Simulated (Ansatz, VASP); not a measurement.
# ZnO (zincite): VASP beside Ansatz

Aim: how closely do two programs agree when they are given the same cell, functional and k mesh? The cell is taken from a series of runs on this material, whose earlier steps may have relaxed, scaled, displaced or heated it; both programs get it as it stands.

Main program and level: Ansatz 0.2.0; plane waves, with VASP 6.6.1 beside it; zone-centre phonons at PBE.

## Step 1: Starting point

It takes space group P6_3mc (No. 186, hexagonal). Conventional cell: a = 3.280 Å, b = 3.280 Å, c = 5.294 Å, α = 90.00°, β = 90.00°, γ = 120.00°. Nearest to Zn lie 4 O at 2.00 to 2.01 Å. Nearest to O lie 4 Zn at 2.00 to 2.01 Å. Farther neighbours and most contacts between anions are not listed.

Coordinates:

```
Zn O
1.0
     3.27989    0.00000    0.00000
    -1.63995    2.84047    0.00000
     0.00000    0.00000    5.29428
Zn O
2 2
Direct
  0.33333 0.66667 0.49997
  0.66667 0.33333 0.99997
  0.66667 0.33333 0.37904
  0.33333 0.66667 0.87904
```

## Step 2: VASP: zone-centre phonons, PBE

Second derivatives magnify differences that forces hide, and they need a tight electronic threshold.

Lines of VASP's logs that name or quote its potential files are left out, and so is its time.

INCAR

```
SYSTEM = ZnO
PREC = Accurate
ENCUT = 600
EDIFF = 1E-08
NELM = 120
ISMEAR = 0
SIGMA = 0.01
LREAL = .FALSE.
ALGO = Normal
GGA = PE
NBANDS = 24
LORBIT = 11
LWAVE = .FALSE.
LCHARG = .FALSE.
ISIF = 2
IBRION = 8
LEPSILON = .TRUE.
LASPH = .TRUE.
GGA_COMPAT = .FALSE.
EFERMI = MIDGAP
KPAR = 2
```

POSCAR

```
ZnO
1.0
    3.2798934117      0.0000000000      0.0000000000
   -1.6399467058      2.8404710162      0.0000000000
    0.0000000000      0.0000000000      5.2942837514
Zn O
2 2
Direct
    0.3333333333      0.6666666667      0.4999733334
    0.6666666667      0.3333333333      0.9999733334
    0.6666666667      0.3333333333      0.3790366666
    0.3333333333      0.6666666667      0.8790366666
```

KPOINTS

```
Automatic mesh
0
Gamma
15 15 10
0 0 0
```

PAW data sets: Zn and O (PBE family, release 64).

Run with:

```sh
mpirun -np 2 vasp_std
```

Numbers of over 12 decimals in the logs are rounded to 6 here.

The program printed:

```text
[banner, memory and clock lines left out]
running    2 mpi-ranks, on    1 nodes
 distrk:  each k-point on    1 cores,    2 groups
 distr:  one band on    1 cores,    1 groups

 POSCAR found type information on POSCAR ZnO
 POSCAR found :  2 types and       4 ions
 LDA part: xc-table for (Slater+PW92), standard interpolation
 POSCAR, INCAR and KPOINTS ok, starting setup
 FFT: planning ... GRIDC
 FFT: planning ... GRID_SOFT
 FFT: planning ... GRID
 WAVECAR not read
 entering main loop
       N       E                     dE             d eps       ncg     rms          rms(c)
DAV:   1     0.300149720188E+03    0.30015E+03   -0.20146E+04  7848   0.237E+03
DAV:   2     0.913180674183E+01   -0.29102E+03   -0.27572E+03  8536   0.448E+02
DAV:   3    -0.206037573115E+02   -0.29736E+02   -0.29490E+02  8824   0.146E+02
DAV:   4    -0.211038292076E+02   -0.50007E+00   -0.49977E+00  9048   0.201E+01
DAV:   5    -0.211069320804E+02   -0.31029E-02   -0.31028E-02  8856   0.151E+00    0.140E+01
DAV:   6    -0.177270836316E+02    0.33798E+01   -0.92248E+00 13424   0.680E+01    0.852E+00
DAV:   7    -0.179009893594E+02   -0.17391E+00   -0.27358E+00  8192   0.184E+01    0.510E+00
DAV:   8    -0.179158588349E+02   -0.14869E-01   -0.64242E-01 11432   0.797E+00    0.167E+00
DAV:   9    -0.178618218620E+02    0.54037E-01   -0.13286E-01 11856   0.687E+00    0.318E-01
DAV:  10    -0.178647983800E+02   -0.29765E-02   -0.44239E-02  7840   0.147E+00    0.141E-01
DAV:  11    -0.178648223180E+02   -0.23938E-04   -0.81606E-04  8912   0.249E-01    0.284E-02
DAV:  12    -0.178648619901E+02   -0.39672E-04   -0.58739E-05  9296   0.172E-01    0.229E-02
DAV:  13    -0.178648706151E+02   -0.86250E-05   -0.18071E-05  9672   0.857E-02    0.213E-02
DAV:  14    -0.178648636972E+02    0.69179E-05   -0.15413E-05 11136   0.493E-02    0.314E-03
DAV:  15    -0.178648635940E+02    0.10322E-06   -0.32106E-06  8408   0.144E-02    0.107E-03
DAV:  16    -0.178648634987E+02    0.95268E-07   -0.14868E-08  6856   0.163E-03    0.659E-04
DAV:  17    -0.178648634399E+02    0.58795E-07   -0.51952E-08  9736   0.212E-03    0.481E-04
DAV:  18    -0.178648634339E+02    0.60027E-08   -0.49824E-09  4288   0.824E-04
   1 F= -.17864863E+02 E0= -.17864863E+02  d E =0.000000E+00
 Linear response reoptimize wavefunctions to high precision
DAV:   1    -0.178648634475E+02   -0.13570E-07   -0.10027E-08  8232   0.824E-04
DAV:   2    -0.178648634475E+02   -0.27285E-10   -0.47332E-10  4160   0.186E-04
 Linear response G [H, r] |phi>, progress :
  Direction:   1
       N       E                     dE             d eps       ncg     rms
RMM:   1    -0.881989489716E+02   -0.88199E+02    0.35411E+02 15882   0.108E+02
 LRF_COMMUTATOR internal error: the vector H(1)-e(1) S(1) |phi(0)> is not orthog
 onal to |phi(0)> (-1.010956697551852E-004,-4.300379496946505E-015)
 LRF_COMMUTATOR internal error: the vector H(1)-e(1) S(1) |phi(0)> is not orthog
 onal to |phi(0)> (-1.022039720094195E-004,-7.879114027886658E-015)
 LRF_COMMUTATOR internal error: the vector H(1)-e(1) S(1) |phi(0)> is not orthog
 onal to |phi(0)> (1.022039718984735E-004,1.663252868766563E-014)
RMM:   2    -0.931514148171E+02   -0.49525E+01   -0.11253E+01 11400   0.371E+01
 LRF_COMMUTATOR internal error: the vector H(1)-e(1) S(1) |phi(0)> is not orthog
 onal to |phi(0)> (-1.010956697519699E-004,3.236994006172722E-015)
 LRF_COMMUTATOR internal error: the vector H(1)-e(1) S(1) |phi(0)> is not orthog
 onal to |phi(0)> (-1.022039720105922E-004,-1.073967303977241E-014)
 LRF_COMMUTATOR internal error: the vector H(1)-e(1) S(1) |phi(0)> is not orthog
 onal to |phi(0)> (1.022039719008883E-004,1.766642387934780E-014)
RMM:   3    -0.936311111402E+02   -0.47970E+00   -0.85116E-01 13743   0.722E+00
RMM:   4    -0.936419472656E+02   -0.10836E-01    0.11694E-02 13310   0.102E+00
RMM:   5    -0.936440803574E+02   -0.21331E-02    0.83720E-03 14095   0.225E-01
RMM:   6    -0.936448392725E+02   -0.75892E-03    0.18770E-03 13965   0.426E-02
RMM:   7    -0.936449557607E+02   -0.11649E-03    0.80264E-04 14137   0.108E-02
RMM:   8    -0.936450216935E+02   -0.65933E-04   -0.34347E-05 13567   0.304E-03
RMM:   9    -0.936450294985E+02   -0.78049E-05   -0.15719E-04 10352   0.129E-03
RMM:  10    -0.936450328051E+02   -0.33066E-05   -0.22920E-04  8723   0.804E-04
RMM:  11    -0.936450332658E+02   -0.46070E-06   -0.18925E-04  7702   0.715E-04
RMM:  12    -0.936450333381E+02   -0.72303E-07   -0.18701E-04  6850   0.699E-04
RMM:  13    -0.936450334038E+02   -0.65727E-07   -0.16047E-04  6611   0.691E-04
RMM:  14    -0.936450333124E+02    0.91434E-07   -0.15941E-04  6484   0.684E-04
 Linear response G [H, r] |phi>, progress :
  Direction:   2
       N       E                     dE             d eps       ncg     rms
RMM:   1    -0.931494623595E+02   -0.93149E+02    0.27190E+02 15822   0.105E+02
 LRF_COMMUTATOR internal error: the vector H(1)-e(1) S(1) |phi(0)> is not orthog
 onal to |phi(0)> (-1.022040010436459E-004,1.942109667529834E-014)
[...]
RMM:   3    -0.596176090461E+00    0.26287E-02   -0.51581E-03 48218   0.488E-01    0.654E-01
RMM:   4    -0.618104351819E+00   -0.21928E-01   -0.69957E-03 49116   0.629E-01    0.502E-02
RMM:   5    -0.620854553378E+00   -0.27502E-02   -0.29405E-04 47847   0.129E-01    0.155E-02
RMM:   6    -0.621594950644E+00   -0.74040E-03   -0.13217E-05 51981   0.289E-02    0.664E-03
[...]
RMM:  10    -0.620937721563E+00   -0.12078E-05    0.29646E-08 12634   0.380E-04    0.342E-05
RMM:  11    -0.620938693158E+00   -0.97160E-06    0.94778E-09  7302   0.600E-05    0.109E-05
RMM:  12    -0.620938260078E+00    0.43308E-06   -0.48834E-09  7154   0.599E-05    0.346E-06
 change of polarisation eV/A/(eV/A) component  3 :    -0.154    -0.128     1.174
 dielectric tensor                  component  3 :    -0.564    -0.471     5.305
 Linear response DOF=           4
 Linear response progress:
  Degree of freedom:   1/  4
       N       E                     dE             d eps       ncg     rms          rms(c)
RMM:   1    -0.210098974035E+00   -0.21010E+00    0.13164E-02 94288   0.245E+00
RMM:   2    -0.208756239591E+00    0.13427E-02   -0.39783E-03 80472   0.567E-01    0.183E-01
RMM:   3    -0.208400567586E+00    0.35567E-03   -0.15591E-04 95133   0.911E-02    0.109E-01
RMM:   4    -0.207852992616E+00    0.54757E-03   -0.25604E-05 94830   0.448E-02    0.482E-03
RMM:   5    -0.207812772815E+00    0.40220E-04   -0.10694E-06 98082   0.502E-03    0.149E-03
RMM:   6    -0.207798290633E+00    0.14482E-04   -0.31971E-07 96209   0.222E-03    0.432E-04
RMM:   7    -0.207793937361E+00    0.43533E-05   -0.21964E-08 97382   0.879E-04    0.763E-05
RMM:   8    -0.207794198208E+00   -0.26085E-06    0.23380E-08 95783   0.929E-05    0.373E-05
RMM:   9    -0.207794276691E+00   -0.78483E-07    0.79873E-09 96226   0.704E-05    0.444E-06
RMM:  10    -0.207794247215E+00    0.29476E-07    0.12512E-08 93343   0.113E-05    0.207E-06
RMM:  11    -0.207794240332E+00    0.68830E-08    0.31272E-09 80559   0.694E-06    0.612E-07
 first order change of Fermi-energy   0.60258E-01
 force on displaced ion       1 direction 1 :  -6.869   0.000  -0.000
 Born effective charge ion    1 direction 1 :   2.127  -0.000  -0.000
 Linear response progress:
  Degree of freedom:   2/  4
       N       E                     dE             d eps       ncg     rms          rms(c)
RMM:   1    -0.219872227039E+00   -0.21987E+00    0.17025E-02 20183   0.250E+00
RMM:   2    -0.217081983590E+00    0.27902E-02   -0.37066E-03 17027   0.610E-01    0.178E-01
RMM:   3    -0.216603705701E+00    0.47828E-03   -0.29696E-04 19207   0.119E-01    0.110E-01
RMM:   4    -0.216111353620E+00    0.49235E-03   -0.23541E-04 19668   0.799E-02    0.421E-02
RMM:   5    -0.215875454331E+00    0.23590E-03   -0.14122E-04 18419   0.334E-02    0.570E-03
RMM:   6    -0.215853995922E+00    0.21458E-04    0.37168E-06 20672   0.833E-03    0.315E-03
RMM:   7    -0.215850988616E+00    0.30073E-05    0.90067E-06 17598   0.536E-03    0.659E-04
RMM:   8    -0.215851830416E+00   -0.84180E-06   -0.20700E-06 20752   0.190E-03    0.305E-04
RMM:   9    -0.215852811063E+00   -0.98065E-06   -0.17411E-06 20752   0.477E-04    0.877E-05
RMM:  10    -0.215853069339E+00   -0.25828E-06    0.31656E-07 19358   0.175E-04    0.303E-05
RMM:  11    -0.215853193892E+00   -0.12455E-06   -0.19486E-07 20792   0.786E-05    0.811E-06
RMM:  12    -0.215853174896E+00    0.18995E-07   -0.24665E-08 19133   0.228E-05    0.350E-06
RMM:  13    -0.215853168712E+00    0.61844E-08    0.23062E-08 20231   0.975E-06    0.739E-07
 first order change of Fermi-energy  -0.12199E+00
 force on displaced ion       1 direction 3 :  -0.000  -0.000 -10.669
 Born effective charge ion    1 direction 3 :  -0.000  -0.000   2.180
 Linear response progress:
  Degree of freedom:   3/  4
       N       E                     dE             d eps       ncg     rms          rms(c)
RMM:   1    -0.365961829398E+00   -0.36596E+00    0.58083E-01119851   0.414E+00
RMM:   2    -0.358631366831E+00    0.73305E-02   -0.98677E-03 78445   0.100E+00    0.198E-01
RMM:   3    -0.359981477220E+00   -0.13501E-02   -0.81573E-04 89982   0.220E-01    0.112E-01
RMM:   4    -0.361565035045E+00   -0.15836E-02   -0.28840E-04 79305   0.108E-01    0.168E-02
RMM:   5    -0.361549723885E+00    0.15311E-04   -0.12774E-05 95346   0.269E-02    0.328E-03
RMM:   6    -0.361485318177E+00    0.64406E-04   -0.62826E-07 83118   0.525E-03    0.998E-04
RMM:   7    -0.361480758086E+00    0.45601E-05   -0.11872E-07 95913   0.173E-03    0.296E-04
RMM:   8    -0.361480032702E+00    0.72538E-06   -0.77437E-09 95607   0.483E-04    0.802E-05
RMM:   9    -0.361479534394E+00    0.49831E-06   -0.37697E-10 95293   0.993E-05    0.156E-05
RMM:  10    -0.361479679264E+00   -0.14487E-06   -0.19742E-09 97248   0.360E-05    0.583E-06
RMM:  11    -0.361479746430E+00   -0.67166E-07   -0.28622E-11 95305   0.166E-05    0.375E-06
RMM:  12    -0.361479728820E+00    0.17611E-07    0.15802E-09 83755   0.829E-06    0.669E-07
RMM:  13    -0.361479722934E+00    0.58856E-08   -0.23361E-10 72767   0.598E-06    0.197E-07
 first order change of Fermi-energy  -0.39701E-01
 force on displaced ion       3 direction 1 :  -7.435  -0.000   0.000
 Born effective charge ion    3 direction 1 :  -2.128   0.000   0.000
 Linear response progress:
  Degree of freedom:   4/  4
       N       E                     dE             d eps       ncg     rms          rms(c)
RMM:   1    -0.384607847542E+00   -0.38461E+00    0.57648E-01 25214   0.408E+00
RMM:   2    -0.376084896753E+00    0.85230E-02   -0.10127E-02 16218   0.103E+00    0.270E-01
RMM:   3    -0.377247082872E+00   -0.11622E-02   -0.11309E-03 17305   0.253E-01    0.138E-01
RMM:   4    -0.378514933981E+00   -0.12679E-02   -0.38508E-04 16711   0.121E-01    0.313E-02
RMM:   5    -0.378649619894E+00   -0.13469E-03   -0.18186E-05 19059   0.321E-02    0.986E-03
RMM:   6    -0.378554806907E+00    0.94813E-04   -0.44296E-06 18009   0.148E-02    0.123E-03
RMM:   7    -0.378569942828E+00   -0.15136E-04   -0.64763E-07 18650   0.379E-03    0.637E-04
RMM:   8    -0.378571451578E+00   -0.15087E-05   -0.28361E-07 18599   0.130E-03    0.294E-04
RMM:   9    -0.378566525752E+00    0.49258E-05    0.32757E-09 18063   0.561E-04    0.499E-05
RMM:  10    -0.378566406673E+00    0.11908E-06   -0.25727E-09 20343   0.145E-04    0.303E-05
RMM:  11    -0.378566832579E+00   -0.42591E-06   -0.76264E-09 18065   0.568E-05    0.846E-06
RMM:  12    -0.378566806514E+00    0.26064E-07    0.21660E-10 20003   0.161E-05    0.396E-06
RMM:  13    -0.378566847007E+00   -0.40492E-07   -0.88654E-10 18892   0.103E-05    0.963E-07
RMM:  14    -0.378566851249E+00   -0.42420E-08    0.46932E-10 15908   0.439E-06    0.691E-07
 first order change of Fermi-energy   0.12179E+00
 force on displaced ion       3 direction 3 :   0.000   0.000 -10.632
 Born effective charge ion    3 direction 3 :   0.000   0.000  -2.180
 Born effective charges drift removed
 Linear response finished
```

(Continued in part 2 of 3.)

[Lines on the potential files, build, host, timing and source positions are cut from VASP's logs without a mark.]

[Logs are printed without paths, hosts, clocks, repeated set-up lines and the standing remarks that a program may print on its own settings, such as how far it seeks lower states.]

[Hosts, paths, dates, database ids (printed as entryN), source tags and the programs' standing remarks are cut or masked in the printed files.]
